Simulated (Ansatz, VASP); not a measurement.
# Cross-check of KCl (Sylvite) between VASP and Ansatz, part 2 of 2

One calculation is typed for both programs; each brings its own data sets. How far apart do they land? The cell is taken from a series of runs on this material, whose earlier steps may have relaxed, scaled, displaced or heated it; both programs get it as it stands.

VASP 6.6.1 and Ansatz 0.2.0.

So far: Set-up; VASP: zone-centre phonons, RPBE.

## Step 3: Ansatz: zone-centre phonons, RPBE

Level of this step: Ansatz beside VASP: Kohn-Sham DFT, plane waves, RPBE (Ansatz).

Ansatz runs on its default PAW (the set named soft_2) files.

The same cell, functional and mesh now go to Ansatz, which takes its cutoff from its data sets.

Input file input.yaml:

```yaml
crystal:
  lattice:
    - [0.0, 3.2910674139, 3.2910674139]
    - [3.2910674139, 0.0, 3.2910674139]
    - [3.2910674139, 3.2910674139, 0.0]
  atoms:
    - { symbol: K, position: [0.0, 0.0, 0.0] }
    - { symbol: Cl, position: [0.5, 0.5, 0.5] }
kpoints:
  mp_grid: { grid: [6, 6, 6] }
hamiltonian:
  xc: rpbe
scf:
  occupations: { method: fixed }
output:
  eigenvalues: true
phonons:
  method: dfpt
  dielectric: true
  rigid_motions: translations
```

The run is started by

```
$ ansatz run input.yaml --threads 4 --pin off --max-ram 7168MiB --backend cpu --events-out ev --progress --plain --runs-dir out
```

Numbers of over 12 decimals in the logs are rounded to 6 here.

Output:

```text
Engine: ansatz 0.2.0, aarch64-unknown-linux-gnu
Pseudopotentials: kind: paw
Pseudopotential: K, paw, valence charge 9, recommended cutoff 420 eV (normal), K.paw.azcp
Pseudopotential: Cl, paw, valence charge 7, recommended cutoff 420 eV (normal), Cl.paw.azcp
Functional definition: RPBE
  parameter kappa = 0.804
  parameter beta = 0.066725
  exchange = rpbe_x(kappa = kappa, mu = beta*pi^2/3)
  correlation = pbe_c(beta = beta)
Crystal: 2 atoms, lattice volume = 71.292 Å³
Basis set: ecut = 420 eV, 1411 PW (Γ), exchange–correlation on 64×64×64 points (8 copies of the dense FFT grid, shifted against one another)
Bands: 12, of which v1, the nominal top of the filled ones, is band 8 counted from 1 (7 counted from 0)
Symmetry: 48 space group operations
k-points: 30 of 216 (irreducible under 8 space group operations, time reversal used)
Non-local potential: K, projectors of the file, l = 0: 3, l = 1: 2, l = 2: 2
Non-local potential: Cl, projectors of the file, l = 0: 2, l = 1: 2, l = 2: 2
PAW form: soft (Blöchl's): semilocal exchange-correlation on the pseudo side does not see the compensation charge
PAW frozen core: K, regenerated for the run's functional, and the local potential with it (the file was generated under x = pbe(κ = 0.804, μ = 0.219515), c = pbe(β = 0.066725))
PAW frozen core: Cl, regenerated for the run's functional, and the local potential with it (the file was generated under x = pbe(κ = 0.804, μ = 0.219515), c = pbe(β = 0.066725))
PAW one-centre angular grid: K, 110 points (default); XC on 64 Gauss nodes
PAW one-centre angular grid: Cl, 110 points (default); XC on 64 Gauss nodes
Initial density: superposition of atomic densities (neutral atoms: chi_scale 0, normalization atom), corrected by the library's trained network
Initial wavefunctions: pseudopotential atomic-orbital guess
Functional: x = rpbe, c = pbe(β = 0.066725)
SCF iter   1: F=—  HF=-2629.300279 eV  |F-HF|=—  |Δ(HF+E_count)|=         —  Δρ=2.58e-3  dr2=5.82e-3  ethr=1.77e-3  ⟨swp⟩=5.0  Hψ=1967  notcnv=0  defer=44
preconditioner: auto → none  [insulator: Δε(μ)=5.130 eV  Ē_g=15.254 eV  n_scr=14 (ndim 8)  ℏωp=16.5 eV  f_vac=0.138  ε∞_Penn≈2.2]
SCF iter   2: F=—  HF=-2629.299000 eV  |F-HF|=—  |Δ(HF+E_count)|=   1.28e-3  Δρ=1.30e-3  dr2=6.69e-4  ethr=3.64e-5  ⟨swp⟩=2.2  Hψ=775  notcnv=0  defer=60
SCF iter   3: F=—  HF=-2629.298946 eV  |F-HF|=—  |Δ(HF+E_count)|=   5.42e-5  Δρ=5.26e-4  dr2=1.19e-4  ethr=4.18e-6  ⟨swp⟩=2.0  Hψ=507  notcnv=0  defer=58
SCF iter   4: F=—  HF=-2629.298958 eV  |F-HF|=—  |Δ(HF+E_count)|=   1.24e-5  Δρ=2.89e-5  dr2=7.45e-7  ethr=7.43e-7  ⟨swp⟩=2.9  Hψ=592  notcnv=0  defer=58
SCF iter   5: F=—  HF=-2629.298958 eV  |F-HF|=—  |Δ(HF+E_count)|=   3.43e-7  Δρ=7.89e-6  dr2=1.34e-8  ethr=4.66e-9  ⟨swp⟩=2.0  Hψ=590  notcnv=0
SCF iter   6: F=-2629.298958 eV  HF=-2629.298958 eV  |F-HF|=1.09e-11  |Δ(HF+E_count)|=   6.72e-8  Δρ=7.11e-7  dr2=9.52e-11  ethr=1.00e-12  ⟨swp⟩=7.2  Hψ=2708  notcnv=0
SCF 1 converged in 6 iterations: F = -2629.298958 eV  dr2 = 9.52e-11
  greatest PAW one-centre occupation: 0.988 electrons in one spin orbital (limit 2), on the K atom at site 0 (counted from 0), in its partial waves of l = 0
NSCF: frozen V_eff on 2 k-points
DFPT response loops at Γ: preconditioner auto → none (the input reference at scf.mixing.eps_inf says where Resta's filter doesn't serve); β = 0.50; Broyden in place of MSR1
SCF converged after 6 iterations
Free energy (F): -2629.298958 eV
Harris-Foulkes:  -2629.298958 eV  (|F-HF|=1.09e-11)
Internal energy: -2629.298958 eV  (E = F + TS)
E sigma→0 (E₀):  -2629.298958 eV
Fermi energy:    0.172388 eV
--- Per-component energies (eV) ---
  E_band       = -144.988669
  E_kinetic    = 415.568134
  E_local      = -892.611981  (includes V_loc(G=0)·N_el)
  E_nonlocal   = 39.445793
  E_hartree    = 302.725135
  E_xc         = -244.276126
  E_vxc        = -288.254717  (∫ρ·V_xc dr)
  E_paw        = -1447.901605  (= ΣΔE_a)
  E_vpaw       = -24.586158  (= ΣTr[D̂ρ^β])
  E_aug_tail   = 0.000084  (compensation charges beyond the density's cutoff)
  E_ewald      = -802.157160
  E_core_change = -0.091232  (= ΣΔE_core)
  E_smearing   = -0.000000  (= −TS)
  E_closure    = 0.000000  (closes the sum)
  Σ components = -2629.298958   (vs F -2629.298958, Δ=0.00e0)
--- Band table (eV; the first three rows and the last of 30) ---
  k-point 0: bands = [... 4 lower, -10.9041, 0.1724, 0.1724, 0.1724, 5.2521, 8.6031, 8.6031, 8.6031]
  k-point 1: bands = [... 4 lower, -10.8502, -0.0598, 0.1142, 0.1142, 5.8004, 8.4420, 8.8952, 8.8952]
  k-point 2: bands = [... 4 lower, -10.7542, -0.4522, 0.0024, 0.0024, 6.9778, 8.3710, 9.6772, 9.6772]
  k-point 29: bands = [... 4 lower, -10.8553, -0.2891, -0.1429, -0.1159, 7.5935, 8.8289, 8.9250, 9.9007]
--- Phonons (Γ-DFPT): 2 representative perturbations + reference, on 30 of 216 k-points (Σ response iterations 7) ---
  k mesh reduced under 8 symmetry operations, with k and −k counted as one. Each operation leaves every solved perturbation unchanged. A smaller set is not considered because the run solves the response to a homogeneous field
  ASR residual: 6.681e-4 → 0.000e0 eV/Å²; symmetrization residual: 8.351e-6 eV/Å²
  ASR residual per site (eV/Å²): 2.67e-4 6.68e-4
  Γ frequencies (cm⁻¹): 0.00 0.00 0.00 104.60 104.60 104.60
  ε∞ (high-frequency dielectric tensor):
        2.152611    -0.000000    -0.000000
        0.000000     2.152611    -0.000000
        0.000000    -0.000000     2.152611
  ε⁰ (static dielectric tensor: ions relaxed, cell fixed):
        6.572601    -0.000000    -0.000000
        0.000000     6.572601    -0.000000
        0.000000    -0.000000     6.572601
  ε⁰ − ε∞ (ionic part):
        4.419990    -0.000000     0.000000
       -0.000000     4.419990     0.000000
        0.000000     0.000000     4.419990
  softest optical mode at Γ: 104.60 cm⁻¹; the repairs (sum rule, projections) moved no ω² at Γ by more than (2.35 cm⁻¹)²
  Born effective charges Z* (e; rows j = field, columns β = displacement):
    site 0:
         1.14140   -0.00000    0.00000
         0.00000    1.14140    0.00000
         0.00000   -0.00000    1.14140
    site 1:
        -1.14140    0.00000    0.00000
         0.00000   -1.14140   -0.00000
         0.00000    0.00000   -1.14140
  Z* charge neutrality: 3.631e-5 e pre-enforcement
  k-mesh period / interband length: 27.9 Å / 1.11 Å = 25.17 at k = (0.0000, 0.0000, 0.0000), direct gap 5.080 eV — 14 or more, which is no proof of convergence
  optical modes at Γ without the LO–TO term, one row a degenerate level:
      ω (cm⁻¹)  modes    IR ((D/Å)²/amu)
        104.60      3             4.8498
  optical modes at Γ + LO–TO along q̂ = [1.0000, 0.0000, 0.0000]:
      ω (cm⁻¹)  modes    IR ((D/Å)²/amu)
        104.60      2             3.2332
        182.78      1             1.6166
  optical modes at Γ + LO–TO along q̂ = [0.0000, 1.0000, 0.0000]:
      ω (cm⁻¹)  modes    IR ((D/Å)²/amu)
        104.60      2             3.2332
        182.78      1             1.6166
  optical modes at Γ + LO–TO along q̂ = [0.0000, 0.0000, 1.0000]:
      ω (cm⁻¹)  modes    IR ((D/Å)²/amu)
        104.60      2             3.2332
        182.78      1             1.6166
```

The column dr2 measures how far the density is from self-consistency, as an energy; F and HF (Harris–Foulkes) agree once it is small.

## Step 4: Differences

Known differences besides the potentials themselves: fixed occupations in Ansatz, narrow Gaussian smearing in VASP; the cutoff is 420 eV in Ansatz and 500 eV in VASP; Ansatz makes its cores anew for this functional, VASP keeps those of its PBE data sets. Total energies have different zeros and are not compared.

The two programs side by side:

```
                                     quantity  Ansatz   VASP  difference
                                        ε∞ xx    2.15   2.15     -0.11 %
                                        ε∞ yy    2.15   2.15     -0.11 %
                                        ε∞ zz    2.15   2.15     -0.11 %
 Born charge of K1 (mean of the diagonal) (e)    1.14   1.14        0.00
Born charge of Cl2 (mean of the diagonal) (e)   -1.14  -1.14        0.00
                   optical mode 1 to 3 (cm⁻¹)   104.6  105.8     -1.09 %
```

Modes are paired by rising frequency, not by their patterns, so a pair may set unlike modes beside each other; they are those without the splitting of longitudinal modes.

## Step 5: Outcome

```json
{
  "r.m.s. difference of the optical zone-centre modes, each program's sorted by frequency (zone-centre phonons, RPBE)": "1.2 cm⁻¹",
  "difference in optical mode 1 to 3 (zone-centre phonons, RPBE)": "-1.1 %"
}
```

What this shows: The r.m.s. difference of the optical zone-centre modes, each program's sorted by frequency is 1.2 cm⁻¹ (zone-centre phonons, RPBE). Among the rows given in per cent, the largest difference of the zone-centre phonons, RPBE pair is in optical mode 1 to 3, -1.1 %. 1 further run of this series is not shown here. How closely two codes agree says nothing of how well the functional describes the real material.

[Lines on the potential files, build, host, timing and source positions are cut from VASP's logs without a mark.]

[Logs are printed without paths, hosts, clocks, repeated set-up lines and the standing remarks that a program may print on its own settings, such as how far it seeks lower states.]

[Hosts, paths, dates, database ids (printed as entryN), source tags and the programs' standing remarks are cut or masked in the printed files.]
